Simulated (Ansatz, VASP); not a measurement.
# TiSb: VASP beside Ansatz

Contents of INCAR:

```
SYSTEM = TiSb
  PREC = Accurate
  ENCUT = 520
  EDIFF = 1E-7
  ISMEAR = 0
  SIGMA = 0.1
  LREAL = .False.
  LASPH = .True.
  NELM = 100
  ALGO = Normal
  ISIF = 2
  LWAVE = .False.
  LCHARG = .False.
  LDIPOL = .True.
  IDIPOL = 3
  DIPOL = 0.5 0.5 0.500
  GGA = PE
  NBANDS = 16
```

File KPOINTS:

```
Automatic mesh
0
Gamma
  6 6 1
  0 0 0
```

File POSCAR:

```
TiSb
1.0
    4.5566133400      0.0000000000      0.0000000000
   -2.2783060600      3.9461433400      0.0000000000
    0.0000000000      0.0000000000     16.0000000000
Ti Sb
1 1
Direct
    0.6666666700      0.3333333300      0.5543473900
    0.3333333300      0.6666666700      0.4456526100
```

Input for Ansatz:

```yaml
crystal:
  lattice:
    - [4.55661334, 0.0, 0.0]
    - [-2.27830606, 3.94614334, 0.0]
    - [0.0, 0.0, 16.0]
  atoms:
    - { symbol: Ti, position: [0.66666667, 0.33333333, 0.55434739] }
    - { symbol: Sb, position: [0.33333333, 0.66666667, 0.44565261] }
  periodic: [true, true, false]
basis:
  ecutwfc: 420
kpoints:
  mp_grid: { grid: [6, 6, 1] }
hamiltonian:
  xc: pbe
scf:
  occupations: { method: gaussian, width: 0.1 }
  lower_state_search: "off"
output:
  forces: true
  stress: true
  eigenvalues: true
```

Alike in both runs: task single point; functional PBE; k mesh 6 × 6 × 1; occupations gaussian, width 0.1 eV; no spin polarisation.

|  | VASP | Ansatz |
| --- | --- | --- |
| version | VASP 6.6.1 | Ansatz 0.2.0 |
| potentials or method | VASP PAW PBE potentials, release 64 (Ti_sv, Sb) | scalar-relativistic, plane waves, PAW |
| plane-wave cutoff (eV) | 520 | 420 |
| valence electrons in the cell | 17 | 27 |

Ansatz gave:

| Quantity | Value |
| --- | --- |
| gap on the k mesh at the Fermi level (eV) | none |
| rms of the force components (eV/Å) | 1.395 |

Estimate VASP's values.

gap on the k mesh at the Fermi level (eV): none; rms of the force components (eV/Å): 1.391.

Atom by atom the forces differ by 0.004 eV/Å (rms over components). A gap of «none» marks a metal or a gap that the smearing closes. With one functional, cell and mesh, what is left measures potentials, basis and numerics. The two sets of potentials don't hold the same shells in valence. Ansatz warned: «slab_cell_height_set».

The runs have no spin-orbit coupling, so splittings on Sb are missing.
